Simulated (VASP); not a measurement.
Input:

```
Na2S
1.0
    0.00000     3.27964     3.27964
    3.27964     0.00000     3.27964
    3.27964     3.27964     0.00000
Na S
2 1
Direct
  0.25000   0.25000   0.25000
  0.75000   0.75000   0.75000
  0.00000   0.00000   0.00000
```

These are revTPSS meta-GGA, VASP's PBE PAW potentials (set 64) (plane waves; VASP) values and carry that method's errors. Settings: 520 eV cut-off, 7×7×7 Γ-centred mesh, tetrahedra with Blöchl corrections, potentials Na_pv S.

Question: What does the run give for the energy per atom (σ→0), band gap (over mesh and band path) with the smallest direct gap where there is one?

Answer: 
The band gap (over mesh and band path) is 2.64 eV. The smallest direct gap (over mesh and band path) is 2.64 eV and the energy per atom (σ→0) is -4749 meV/atom.

Total energies compare only between runs with the same potentials, cut-off and functional.

The compound is Na2S in the antifluorite structure. It was relaxed first.
